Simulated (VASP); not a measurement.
These are PBEsol GGA, VASP's PBE PAW potentials (set 64) (plane waves; VASP 6.6.1) values and carry that method's errors.

A VASP calculation is set up with these files.

POSCAR:
```
C
1.0
  1.2132826683  -2.1014662797   0.0000000000
  1.2132826683   2.1014662797   0.0000000000
  0.0000000000   0.0000000000   5.5289533646
C
4
Direct
  0.0000000000   0.0000000000   0.2500000000
  0.0000000000   0.0000000000   0.7500000000
  0.3333330000   0.6666670000   0.2500000000
  0.6666670000   0.3333330000   0.7500000000
```

### KPOINTS
```
Automatic mesh
0
Gamma
10 10 4
0 0 0
```

**INCAR**
```
SYSTEM = C
PREC = Accurate
ENCUT = 620
EDIFF = 1E-6
NELM = 100
ALGO = Normal
LREAL = .FALSE.
LASPH = .TRUE.
ISMEAR = 0
SIGMA = 0.05
GGA = PS
LWAVE = .FALSE.
LCHARG = .FALSE.
IBRION = 2
ISIF = 3
NSW = 40
EDIFFG = -0.02
PSTRESS = 300
```

POTCAR, in this order: C (PBE.64 set). Program: vasp_std.

Energy and stress use the plane-wave basis of the starting cell. Without a dispersion term in the relaxation, distances and binding between the weakly bound layers, chains or molecules are unreliable, and so is what depends on them.

Predict the energy per atom (σ→0), volume per atom.

| Property | Value |
|---|---|
| energy per atom (σ→0) | -9.504 eV/atom |
| volume per atom | 6.70 Å³/atom |

OSZICAR:
```
...
       N       E                     dE             d eps       ncg     rms          rms(c)
DAV:   1    -0.380338982563E+02    0.27828E-01   -0.77282E-01  1008   0.752E+00    0.598E-01
DAV:   2    -0.380199859560E+02    0.13912E-01   -0.17495E-02  1172   0.110E+00    0.319E-01
DAV:   3    -0.380145110643E+02    0.54749E-02   -0.16522E-02  1148   0.949E-01    0.809E-02
DAV:   4    -0.380145144397E+02   -0.33754E-05   -0.23249E-04  1212   0.137E-01    0.735E-02
DAV:   5    -0.380144720335E+02    0.42406E-04   -0.67167E-05  1144   0.735E-02    0.112E-02
DAV:   6    -0.380144711001E+02    0.93347E-06   -0.80395E-06  1180   0.228E-02
   5 F= -.32997772E+02 E0= -.32997476E+02  d E =-.260226E-01
```

The compound is C in the graphite structure. This run relaxes it under an external pressure of 30 GPa. Symmetry was kept, so distortions that lower it aren't found.
